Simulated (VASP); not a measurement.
A convergence study with VASP on ZrO₂ (fluorite): one setting is varied, all else stays as given below, so the limit is that of these other settings. Each run relaxes cell and ions; the cell shown is the tightest run's result.

```
ZrO2
1.0
    0.00000     2.55822     2.55822
    2.55822     0.00000     2.55822
    2.55822     2.55822     0.00000
Zr O
1 2
Cartesian
  0.00000   0.00000   0.00000
  1.27911   1.27911   1.27911
  3.83733   3.83733   3.83733
```

Computed with PBE GGA, VASP's PBE PAW potentials (set 64) (plane waves; VASP). The tightest run used: 700 eV cut-off, 11×11×11 Γ-centred mesh, Gaussian smearing of 0.050 eV, potentials Zr_sv O.

The reference is 11×11×11 mesh, which took about 50 core-seconds. The timings are rough (shared machines, no repeats); factors under 2 mean little.

Q: Of the settings 2×2×2 mesh; 3×3×3 mesh; 4×4×4 mesh; 5×5×5 mesh; 6×6×6 mesh; 7×7×7 mesh; 8×8×8 mesh; 9×9×9 mesh; 10×10×10 mesh; 11×11×11 mesh, which is the lowest that keeps the difference from the reference in relaxed volume (Å³/atom) within 0.1 from there on, and what does it cost?

A: 3×3×3 mesh; its cost over the reference is about 1/5.
```tsv
setting	difference in relaxed volume (Å³/atom)	cost over the reference
2×2×2 mesh	0.171	about 1/2
3×3×3 mesh	0.002	about 1/5
4×4×4 mesh	0.000	about 1/3
5×5×5 mesh	0.000	about 1/3
6×6×6 mesh	0.000	about 1/2
7×7×7 mesh	0.000	about 1/2
8×8×8 mesh	0.000	within a factor of 2
9×9×9 mesh	0.000	within a factor of 2
10×10×10 mesh	0.000	within a factor of 2
11×11×11 mesh	0.000	reference
```

Left out are rungs that failed or repeat a setting and relaxations that didn't move; long series are thinned to 24 rows.

The compound is ZrO2 in the fluorite structure, the high-temperature cubic form, which is unstable at 0 K; the monoclinic form is the stable one.
